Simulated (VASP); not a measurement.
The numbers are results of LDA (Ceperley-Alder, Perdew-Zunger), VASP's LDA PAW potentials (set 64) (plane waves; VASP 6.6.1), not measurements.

VASP input:

File KPOINTS:
```
kpoints
0
gamma
3 3 4
0 0 0
```

INCAR:
```
EDIFF  =  1E-6   ! SCF stop (eV)
LWAVE  =  .FALSE.
ENCUT  =  300   ! plane-wave cut-off (eV)
LCHARG  =  .FALSE.
SYSTEM  =  Tl2Pd
NELM  =  100   ! most electronic steps
LREAL  =  .FALSE.
ALGO  =  Normal
ISMEAR  =  0   ! Gaussian
LMAXMIX  =  4
LASPH  =  .TRUE.   ! aspherical one-centre terms
ISIF  =  2   ! forces and stress, cell fixed
PREC  =  Accurate
SIGMA  =  0.136   ! width (eV)
```

**POSCAR**
```
Tl2Pd
1.0
  4.4442730000  -3.3992670000   0.0000000000
  4.4442730000   3.3992670000   0.0000000000
 -3.7512520000   0.0000000000   4.4463540000
Tl Pd
4 2
direct
  0.4999900000   0.8321700000   0.1664400000
  0.5000100000   0.1678300000   0.8335600000
  0.1678300000   0.5000100000   0.3335600000
  0.8321700000   0.4999900000   0.6664400000
  0.0008000000   0.9992000000   0.2500000000
  0.9992000000   0.0008000000   0.7500000000
```

POTCAR, in this order: Tl_d Pd (LDA.64 set). Program: vasp_std.

Problem. What will the output report for the number of irreducible k-points (NKPTS), largest plane-wave count, number of space-group operations, FFT grid (NGX, NGY, NGZ)?

Solution. 
```yaml
number of irreducible k-points (NKPTS): 14
largest_plane_wave_count: 1598
number_of_space_group_operations: 4
FFT grid (NGX, NGY, NGZ): 32 × 32 × 36
```

The structure comes from a computed database's Tl2Pd entry; how it stands against other phases isn't given here. The cell was not relaxed at this level. The k-mesh is coarse (spacing up to 0.44 per Å, 2π included), so the numbers may not be converged in it.
